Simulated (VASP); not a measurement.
Computed with PBE GGA, VASP's PBE PAW potentials (set 64) (plane waves; VASP 6.6.1).

A VASP calculation is set up with these files.

### POSCAR
```
CuI
1
   -0.0000000000     3.0392737308     3.0392737308
    3.0392737308     0.0000000000     3.0392737308
    3.0392737308     3.0392737308    -0.0000000000
Cu I
1 1
Direct
  0.0000000000   0.0000000000   1.0000000000
  0.2500000000   0.2500000000   0.2500000000
```

KPOINTS:
```
k-points along high-symmetry lines
15
Line-mode
Reciprocal
  0.000000   0.000000   0.000000 ! GAMMA
 -0.500000  -0.500000   0.000000 ! X

 -0.500000  -0.500000   0.000000 ! X
 -0.375000  -0.375000   0.250000 ! U

 -0.375000   0.000000   0.375000 ! K
  0.000000   0.000000   0.000000 ! GAMMA

  0.000000   0.000000   0.000000 ! GAMMA
  0.000000   0.000000   0.500000 ! L

  0.000000   0.000000   0.500000 ! L
 -0.500000  -0.250000   0.250000 ! W

 -0.500000  -0.250000   0.250000 ! W
 -0.500000  -0.500000   0.000000 ! X
```

INCAR:
```
ALGO  =  Normal
EDIFF  =  1E-6
ENCUT  =  350
GGA  =  PE
ICHARG  =  11
ISMEAR  =  0
LASPH  =  .TRUE.
LCHARG  =  .FALSE.
LMAXMIX  =  4
LREAL  =  .FALSE.
LWAVE  =  .FALSE.
NELM  =  100
PREC  =  Accurate
SIGMA  =  0.05
SYSTEM  =  CuI
```

POTCAR, in this order: Cu I (PBE.64 set). Program: vasp_std. Read from the step before: CHGCAR.

The run wrote:

### OSZICAR
```
       N       E                     dE             d eps       ncg     rms          rms(c)
DAV:   1     0.948770556353E+02    0.94877E+02   -0.63844E+03  2340   0.111E+03
DAV:   2     0.172902601396E+01   -0.93148E+02   -0.87031E+02  2395   0.237E+02
DAV:   3    -0.459706710991E+01   -0.63261E+01   -0.61850E+01  3151   0.693E+01
DAV:   4    -0.479846551688E+01   -0.20140E+00   -0.20131E+00  3022   0.122E+01
DAV:   5    -0.480313326255E+01   -0.46677E-02   -0.46676E-02  3201   0.178E+00
DAV:   6    -0.480330854474E+01   -0.17528E-03   -0.17528E-03  3216   0.322E-01
DAV:   7    -0.480331041605E+01   -0.18713E-05   -0.18713E-05  3249   0.273E-02
DAV:   8    -0.480331044888E+01   -0.32830E-07   -0.32800E-07  1983   0.388E-03
   1 F= -.48033104E+01 E0= -.48033104E+01  d E =-.490983E-11
```

OUTCAR:
```
 val. band max:        4.3513680959   @ k =   0.0000   0.0000   0.0000

 cond. band min:       5.4689197060   @ k =   0.0000   0.0000   0.0000



 k-point     1 :       0.0000    0.0000    0.0000
  band No.  band energies     occupation
      1      -9.6224      2.00000
      2       0.7452      2.00000
      3       0.7452      2.00000
      4       0.7452      2.00000
      5       2.5328      2.00000
      6       2.5328      2.00000
      7       4.3514      2.00000
      8       4.3514      2.00000
      9       4.3514      2.00000
     10       5.4689      0.00000
     11       9.2262      0.00000
     12       9.2262      0.00000
     13       9.2262      0.00000

 k-point     2 :      -0.0357   -0.0357    0.0000
  band No.  band energies     occupation
      1      -9.6144      2.00000
      2       0.7156      2.00000
      3       0.7437      2.00000
      4       0.7437      2.00000
      5       2.5301      2.00000
      6       2.5339      2.00000
      7       4.2670      2.00000
      8       4.3239      2.00000
      9       4.3239      2.00000
     10       5.5960      0.00000
     11       9.1557      0.00000
     12       9.2745      0.00000
     13       9.2745      0.00000

 k-point     3 :      -0.0714   -0.0714    0.0000
  band No.  band energies     occupation
      1      -9.5907      2.00000
      2       0.6297      2.00000
      3       0.7393      2.00000
      4       0.7393      2.00000
      5       2.5222      2.00000
      6       2.5371      2.00000
      7       4.0869      2.00000
      8       4.2455      2.00000
      9       4.2455      2.00000
     10       5.8991      0.00000
     11       8.9696      0.00000
     12       9.4153      0.00000
     13       9.4154      0.00000

 k-point     4 :      -0.1071   -0.1071    0.0000
  band No.  band energies     occupation
      1      -9.5521      2.00000
      2       0.4947      2.00000
      3       0.7323      2.00000
      4       0.7323      2.00000
...
```

The density is held fixed in this step, so its total energy and stress have no physical meaning. Unless said otherwise, spin-orbit coupling is left out, though it shifts the bands of the heavy elements here.

The compound is CuI in the zinc blende structure. It was relaxed first.
